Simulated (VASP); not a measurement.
# B12Ru (Fm-3m) in VASP: relaxation of cell and atoms with PBE

Aim: the relaxation of cell and atoms of B12Ru with PBE.

Program: VASP 6.6.1. These are calculated values, not measurements. Logs are shortened: lines on timing, memory, paths and dates and some standing lists are left out, and cuts for length are marked.

### 1 The cell of the first run

The structure is cubic, space group Fm-3m (No. 225). Conventional cell: a = 7.276 Å, b = 7.276 Å, c = 7.276 Å, α = 90.00°, β = 90.00°, γ = 90.00°. Around B (site symmetry mm2) lie 5 B at 1.68 to 1.73 Å. Around Ru (site symmetry m-3m) lie 24 B at 2.71 Å.

The cell was built by a generator and needn't be a form met in nature.

### 2 Relaxation of cell and atoms, PBE (species swapped into the YbB12 type (Fm-3m, No. 225))

File INCAR:

```
SYSTEM = B12Ru
PREC     = Accurate       ! precision mode
ENCUT    = 600            ! plane-wave cutoff, eV
EDIFF    = 1E-6           ! SCF threshold, eV
ISMEAR   = 0              ! smearing method
SIGMA    = 0.1            ! smearing width, eV
LREAL    = .FALSE.        ! projectors in reciprocal space
LASPH    = .TRUE.         ! aspherical terms in the spheres
NELM     = 100            ! most SCF steps
ALGO     = Normal         ! electronic algorithm
ISIF     = 3              ! what is computed and relaxed
LWAVE    = .FALSE.        ! write WAVECAR
LCHARG   = .FALSE.        ! write CHGCAR
GGA      = PE             ! functional
IBRION   = 2              ! ionic algorithm
NSW      = 90             ! ionic steps
EDIFFG   = -0.04          ! ionic threshold
```

File KPOINTS:

```
Automatic mesh
0
G
  4 4 4
  0 0 0
```

File POSCAR:

```
B12Ru
1.0
    0.0000000000      3.6381908600      3.6381908600
    3.6381908600      0.0000000000      3.6381908600
    3.6381908600      3.6381908600      0.0000000000
B Ru
12 1
Direct
    0.5000000000      0.5000000000      0.8362920300
    0.1637079700      0.5000000000      0.8362920300
    0.5000000000      0.1637079700      0.8362920300
    0.1637079700      0.8362920300      0.5000000000
    0.5000000000      0.8362920300      0.5000000000
    0.5000000000      0.8362920300      0.1637079700
    0.8362920300      0.1637079700      0.5000000000
    0.8362920300      0.5000000000      0.1637079700
    0.8362920300      0.5000000000      0.5000000000
    0.5000000000      0.5000000000      0.1637079700
    0.5000000000      0.1637079700      0.5000000000
    0.1637079700      0.5000000000      0.5000000000
    0.0000000000      0.0000000000      0.0000000000
```

Potentials or basis: VASP PAW PBE potentials, release 64 (B, Ru_pv).

Started as:

```
$ cat potpaw_PBE.64/B/POTCAR potpaw_PBE.64/Ru_pv/POTCAR > POTCAR
$ mpirun -np 1 vasp_std > vasp.out
```

OUTCAR:

```text
SYSTEM = B12Ru
   PREC = Accurate
   ENCUT = 600
   EDIFF = 1E-6
   ISMEAR = 0
   LREAL = .FALSE.
   LASPH = .TRUE.
   NELM = 100
   ISIF = 3
   GGA = PE
   IBRION = 2
   NSW = 90
   EDIFFG = -0.04

 ion  position               nearest neighbor table
   1  0.500  0.500  0.836-  10 1.68   3 1.73   5 1.73   9 1.73   2 1.73  13 2.71  13 2.71
   2  0.164  0.500  0.836-   8 1.68   3 1.73   4 1.73   1 1.73  12 1.73  13 2.71  13 2.71
   3  0.500  0.164  0.836-   6 1.68   2 1.73   1 1.73   7 1.73  11 1.73  13 2.71  13 2.71
   4  0.164  0.836  0.500-   7 1.68   5 1.73   6 1.73   2 1.73  12 1.73  13 2.71  13 2.71
   5  0.500  0.836  0.500-  11 1.68   4 1.73   6 1.73   9 1.73   1 1.73  13 2.71  13 2.71
   6  0.500  0.836  0.164-   3 1.68   4 1.73   5 1.73   8 1.73  10 1.73  13 2.71  13 2.71
   7  0.836  0.164  0.500-   4 1.68   3 1.73   8 1.73   9 1.73  11 1.73  13 2.71  13 2.71
   8  0.836  0.500  0.164-   2 1.68   6 1.73   7 1.73   9 1.73  10 1.73  13 2.71  13 2.71
   9  0.836  0.500  0.500-  12 1.68   5 1.73   7 1.73   8 1.73   1 1.73  13 2.71  13 2.71
  10  0.500  0.500  0.164-   1 1.68   6 1.73   8 1.73  11 1.73  12 1.73  13 2.71  13 2.71
  11  0.500  0.164  0.500-   5 1.68   3 1.73   7 1.73  10 1.73  12 1.73  13 2.71  13 2.71
  12  0.164  0.500  0.500-   9 1.68   4 1.73   2 1.73  10 1.73  11 1.73  13 2.71  13 2.71
  13  0.000  0.000  0.000-   2 2.71   3 2.71   4 2.71   6 2.71   7 2.71   8 2.71   4 2.71   5 2.71
                             7 2.71   9 2.71  11 2.71  12 2.71   1 2.71   2 2.71   8 2.71   9 2.71

  LATTYP: Found a face centered cubic cell.
 ALAT       =     7.2763817200

  Lattice vectors:

 A1 = (   0.0000000000,   3.6381908600,   3.6381908600)
 A2 = (   3.6381908600,   0.0000000000,   3.6381908600)
 A3 = (   3.6381908600,   3.6381908600,   0.0000000000)

Analysis of symmetry for initial positions (statically):
=====================================================================
 Subroutine PRICEL returns:
 Original cell was already a primitive cell.

 Routine SETGRP: Setting up the symmetry group for a
 face centered cubic supercell.

 Subroutine GETGRP returns: Found 48 space group operations
 (whereof 48 operations were pure point group operations)
 out of a pool of 48 trial point group operations.

The static configuration has the point symmetry O_h .

Analysis of symmetry for dynamics (positions and initial velocities):
=====================================================================
 Subroutine PRICEL returns:
 Original cell was already a primitive cell.

 Routine SETGRP: Setting up the symmetry group for a
 face centered cubic supercell.

 Subroutine GETGRP returns: Found 48 space group operations
 (whereof 48 operations were pure point group operations)
 out of a pool of 48 trial point group operations.

The dynamic configuration has the point symmetry O_h .

 Subroutine INISYM returns: Found 48 space group operations
 (whereof 48 operations are pure point group operations),
 and found     1 'primitive' translations

----------------------------------------------------------------------------------------

                                     Primitive cell

  volume of cell :      96.3133

  direct lattice vectors                    reciprocal lattice vectors
     0.000000000  3.638190860  3.638190860    -0.137430943  0.137430943  0.137430943
     3.638190860  0.000000000  3.638190860     0.137430943 -0.137430943  0.137430943
     3.638190860  3.638190860  0.000000000     0.137430943  0.137430943 -0.137430943

  length of vectors
     5.145178857  5.145178857  5.145178857     0.238037375  0.238037375  0.238037375

  position of ions in fractional coordinates (direct lattice)
     0.500000000  0.500000000  0.836292030
     0.163707970  0.500000000  0.836292030
     0.500000000  0.163707970  0.836292030
     0.163707970  0.836292030  0.500000000
     0.500000000  0.836292030  0.500000000
     0.500000000  0.836292030  0.163707970
     0.836292030  0.163707970  0.500000000
     0.836292030  0.500000000  0.163707970
     0.836292030  0.500000000  0.500000000
     0.500000000  0.500000000  0.163707970
     0.500000000  0.163707970  0.500000000
     0.163707970  0.500000000  0.500000000
     0.000000000  0.000000000  0.000000000

  ion indices of the primitive-cell ions
   primitive index   ion index
                 1           1
                 2           2
                 3           3
                 4           4
                 5           5
                 6           6
                 7           7
                 8           8
                 9           9
                10          10
                11          11
                12          12
                13          13

----------------------------------------------------------------------------------------

 KPOINTS: Automatic mesh

Automatic generation of k-mesh.
 Grid dimensions read from file:
 generate k-points for:    4    4    4

 Generating k-lattice:

  Cartesian coordinates                     Fractional coordinates (reciprocal lattice)
    -0.034357736  0.034357736  0.034357736     0.250000000  0.000000000  0.000000000
     0.034357736 -0.034357736  0.034357736     0.000000000  0.250000000  0.000000000
     0.034357736  0.034357736 -0.034357736     0.000000000  0.000000000  0.250000000

  Length of vectors
     0.059509344  0.059509344  0.059509344

  Shift w.r.t. Gamma in fractional coordinates (k-lattice)
     0.000000000  0.000000000  0.000000000

 Subroutine IBZKPT returns following result:
 ===========================================

 Found      8 irreducible k-points:

 Following reciprocal coordinates:
            Coordinates               Weight
  0.000000  0.000000  0.000000      1.000000
  0.250000  0.000000  0.000000      8.000000
  0.500000  0.000000  0.000000      4.000000
  0.250000  0.250000  0.000000      6.000000
  0.500000  0.250000  0.000000     24.000000
 -0.250000  0.250000  0.000000     12.000000
  0.500000  0.500000  0.000000      3.000000
 -0.250000  0.500000  0.250000      6.000000
   k-points           NKPTS =      8   k-points in BZ     NKDIM =      8   number of bands    NBANDS=     32
   number of dos      NEDOS =    301   number of ions     NIONS =     13
   total plane-waves  NPLWV =  74088
   dimension x,y,z NGX =    42 NGY =   42 NGZ =   42
   dimension x,y,z NGXF=    84 NGYF=   84 NGZF=   84
   ions per type =              12   1
   NGX,Y,Z   is equivalent  to a cutoff of  13.57, 13.57, 13.57 a.u.
   NGXF,Y,Z  is equivalent  to a cutoff of  27.14, 27.14, 27.14 a.u.
 SYSTEM =  B12Ru
   PREC   = accura    normal or accurate (medium, high low for compatibility)
   ISTART =      0    job   : 0-new  1-cont  2-samecut
   ICHARG =      2    charge: 1-file 2-atom 10-const
   ISPIN  =      1    spin polarized calculation?
   LNONCOLLINEAR =      F non collinear calculations
   LSORBIT =      F    spin-orbit coupling
   LASPH  =      T    aspherical Exc in radial PAW
   ENCUT  =  600.0 eV  44.10 Ry    6.64 a.u.  10.28 10.28 10.28*2*pi/ulx,y,z
   NELM   =    100;   NELMIN=  2; NELMDL= -5     # of ELM steps
   EDIFF  = 0.1E-05   stopping-criterion for ELM
   LREAL  =      F    real-space projection
   EDIFFG = -.4E-01   stopping-criterion for IOM
   NSW    =     90    number of steps for IOM
   IBRION =      2    ionic relax: 0-MD 1-quasi-New 2-CG
   NFREE  =      1    steps in history (QN), initial steepest desc. (CG)
   ISIF   =      3    stress and relaxation
   ISYM   =      2    0-nonsym 1-usesym 2-fastsym
   POTIM  = 0.5000    time-step for ionic-motion
   TEBEG  =    0.0;   TEEND  =   0.0 temperature during run
   PSTRESS=    0.0 pullay stress
   NELECT =      50.0000    total number of electrons
   NUPDOWN=      -1.0000    fix difference up-down
   EMIN   =  10.00;   EMAX   =-10.00  energy-range for DOS
   EFERMI =   0.00;   METHOD = LEGACY
   ISMEAR =     0;   SIGMA  =   0.10  broadening in eV -4-tet -1-fermi 0-gaus
   EFERMI_NEDOS =   21; number of points for ismear=-14 and -15
   IALGO  =     38    algorithm
   IMIX   =      4    mixing-type and parameters
     AMIX     =   0.40;   BMIX     =  1.00
     AMIX_MAG =   1.60;   BMIX_MAG =  1.00
  volume/ion in A,a.u.               =       7.41        50.00
  Fermi-wavevector in a.u.,A,eV,Ry     =   1.315738  2.486384 23.553943  1.731166
  Thomas-Fermi vector in A             =   2.445899
   LORBIT       =      0    0 simple, 1 ext, 2 COOP (PROOUT), +10 PAW based schemes
   GGA     = PE    functional components
   LHFCALC =     F    Hartree Fock is set to
   AEXX    =    0.0000 exact exchange contribution
   IVDW    =     0    specifies the selected vdW correction
   LEPSILON=     F    determine dielectric tensor
   LRPA    =     F    only Hartree local field effects (RPA)
 conjugate gradient relaxation of ions
 non-spin polarized calculation
 Gauss-broadening in eV      SIGMA  =   0.10
  energy-cutoff  :      600.00
  volume of cell :       96.31
 maximum number of plane-waves:      3250
 NGX is ok and might be reduce to    42
   NGX = 21   NGY = 21   NGZ = 21

--------------------------------------- Ionic step        1  -------------------------------------------

 number of electron      50.0000001 magnetization

 Free energy of the ion-electron system (eV)
  ---------------------------------------------------
  ext. energy  EPLUGINS =         0.00000000
  ---------------------------------------------------
  free energy    TOTEN  =       -85.61375804 eV

  energy without entropy =      -85.59813031  energy(sigma->0) =      -85.60594417

------------------------ aborting loop because EDIFF is reached ----------------------------------------

  FORCE on cell =-STRESS in cart. coord.  units (eV):
  Direction    XX          YY          ZZ          XY          YZ          ZX
  --------------------------------------------------------------------------------------
  -------------------------------------------------------------------------------------
  Total        6.7259698      6.7259698      6.7259698     -0.0000000      0.0000000      0.0000000
  in kB      111.8868545    111.8868545    111.8868545     -0.0000000      0.0000000      0.0000000
  external PRESSURE =     111.8868545 kB  Pullay stress =       0.0000000 kB
[... 220 lines left out ...]
  energy  without entropy=      -85.9276185966  energy(sigma->0) =      -85.93653042

--------------------------------------- Ionic step        6  -------------------------------------------

 number of electron      49.9999996 magnetization

 Free energy of the ion-electron system (eV)
  ---------------------------------------------------
  ext. energy  EPLUGINS =         0.00000000
  ---------------------------------------------------
  free energy    TOTEN  =       -85.94945203 eV

  energy without entropy =      -85.93171571  energy(sigma->0) =      -85.94058387

 E-fermi :   6.8421     XC(G=0): -12.0307

 val. band max:        6.8067362519   @ k =   0.2500   0.2500   0.0000
 cond. band min:       6.8426519966   @ k =   0.5000   0.5000   0.0000
 fundamental gap:      0.0359157446
 Fermi energy:         6.8420745941

 k-point     1 :       0.0000    0.0000    0.0000
  band No.  band energies     occupation
      1     -35.8352      2.00000
      2     -35.8352      2.00000
      3     -35.8352      2.00000
      4      -8.3096      2.00000
      5      -3.0514      2.00000
      6      -3.0514      2.00000
[... 309 lines left out ...]
  FREE ENERGIE OF THE ION-ELECTRON SYSTEM (eV)
  ---------------------------------------------------
  free  energy   TOTEN  =       -85.9494520319 eV

  energy  without entropy=      -85.9317157105  energy(sigma->0) =      -85.94058387

 reached required accuracy - stopping structural energy minimisation
```

It took 1.7 min on 1 thread of Intel Xeon 6975P-C (Granite Rapids), shared host; peak memory 0.28 GiB.

Results:

```
Free energy                            : -85.9495 eV
Relaxed volume                         : 7.73 Å³/atom
Relaxed cell                           : a = 5.220 Å, b = 5.220 Å, c = 5.220 Å, α = 60.00°, β = 60.00°, γ = 60.00°
Space group after relaxing (to 0.05 Å) : Fm-3m (No. 225)
Energy gained by relaxing              : 25.8 meV/atom
Ionic steps                            : 6
Pressure after relaxing                : 0.1 GPa
Largest force after relaxing           : 0.014 eV/Å
Band gap on the k mesh                 : none (metal or under the smearing width)
```

Forces in eV/Å, atoms in the order of the input:
```
B    0.010  0.010  0.000
B    0.010  0.000 -0.010
B    0.000  0.010 -0.010
B    0.010 -0.010  0.000
B    0.010  0.000  0.010
B    0.000 -0.010  0.010
B   -0.010  0.010  0.000
B   -0.010  0.000  0.010
B    0.000  0.010  0.010
B   -0.010 -0.010  0.000
B   -0.010  0.000 -0.010
B    0.000 -0.010 -0.010
Ru   0.000  0.000  0.000
```

Step by step:
```tsv
step	energy change (eV)	largest force (eV/Å)	pressure (GPa)	volume (Å³)
1	0.0000	1.3017	11.19	96.31
2	0.1641	1.9455	-4.97	103.71
3	-0.3240	0.1797	2.43	99.53
4	-0.3241	0.1513	2.59	99.46
5	-0.3317	0.1061	-1.35	101.21
6	-0.3357	0.0138	0.08	100.55
```

Final structure:
```
B Ru
1.0
     0.00000    3.69079    3.69079
     3.69079    0.00000    3.69079
     3.69079    3.69079    0.00000
B Ru
12 1
Cartesian
  4.9498 4.9498 3.6908
  4.9498 3.6908 2.4318
  3.6908 4.9498 2.4318
  4.9498 2.4318 3.6908
  4.9498 3.6908 4.9498
  3.6908 2.4318 4.9498
  2.4318 4.9498 3.6908
  2.4318 3.6908 4.9498
  3.6908 4.9498 4.9498
  2.4318 2.4318 3.6908
  2.4318 3.6908 2.4318
  3.6908 2.4318 2.4318
  0.0000 0.0000 0.0000
```

Levels at points of the mesh, in eV from the Fermi level:
```tsv
k point	band 23	band 24	band 25	band 26	band 27	band 28
(0.00, 0.00, 0.00)	0.32	0.32	0.32	0.40	0.40	3.21
(0.50, 0.00, 0.00)	-0.43	-0.43	-0.30	0.99	0.99	1.82
(0.50, 0.50, 0.00)	-2.02	-1.41	-0.41	0.00	0.33	2.80
```

Caveat: the k mesh is coarse (spacing up to 0.37 Å⁻¹), so the values aren't converged.
